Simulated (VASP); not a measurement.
An input for Ansatz (written as the equivalent of a VASP run, and not itself run):

Ansatz 0.2 input:
```yaml
crystal:
  lattice:
    - [1.3112929, -2.2712264, 0.0000000]
    - [1.3112929, 2.2712264, 0.0000000]
    - [0.0000000, 0.0000000, 4.8053015]
  atoms:
    - { symbol: Zn, position: [0.3333330, 0.6666670, 0.2500000] }
    - { symbol: Zn, position: [0.6666670, 0.3333330, 0.7500000] }
kpoints:
  mp_grid: { grid: [16, 16, 8] }
hamiltonian:
  xc: pbe
  pseudopotentials: { kind: paw }
scf:
  occupations: { method: methfessel_paxton, width: 0.1 }
  max_iter: 100
relax:
  max_steps: 40
  f_tol: 0.02
  cell: { p_target: 10 }
output: { forces: true, stress: true, eigenvalues: true }
```

Write the VASP files for the same calculation (PBE).

Several could match; the one computed here: 
KPOINTS:
```
Automatic mesh
0
Gamma
16 16 8
0 0 0
```

POSCAR:
```
Zn
1.0
  1.3112929344  -2.2712264323   0.0000000000
  1.3112929344   2.2712264323   0.0000000000
  0.0000000000   0.0000000000   4.8053014981
Zn
2
Cartesian
  1.3112929344   0.7570769916   1.2013253745
  1.3112929344  -0.7570769916   3.6039761236
```

INCAR:
```
! general
SYSTEM   =  Zn
PREC     =  Accurate
ENCUT    =  500   ! plane-wave cut-off (eV)
LREAL    =  .FALSE.
LASPH    =  .TRUE.   ! aspherical one-centre terms

! electronic loop
EDIFF    =  1E-6   ! SCF stop (eV)
NELM     =  100   ! most electronic steps
ALGO     =  Normal   ! blocked Davidson
LMAXMIX  =  4   ! l cut-off of mixed one-centre charges

! smearing
ISMEAR   =  1   ! Methfessel-Paxton
SIGMA    =  0.1   ! width (eV)

! functional
GGA      =  PE

! ions
IBRION   =  2   ! conjugate gradients
NSW      =  40   ! most ionic steps
ISIF     =  3   ! ions, shape and volume
EDIFFG   =  -0.02   ! ionic stop
PSTRESS  =  100   ! kbar

! output
LWAVE    =  .FALSE.
LCHARG   =  .FALSE.
```

POTCAR, in this order: Zn (PBE.64 set). Program: vasp_std.

What does not carry over: each code has its own PAW files, so the cut-off isn't converted (ENCUT is set for VASP's; basis.ecutwfc is left out, and Ansatz then takes the one that its files recommend); Ansatz stops its SCF on the density residual and VASP on the energy change (EDIFF).

The compound is Zn in the hcp structure. This run relaxes it under an external pressure of 10 GPa. Symmetry was kept, so distortions that lower it aren't found.
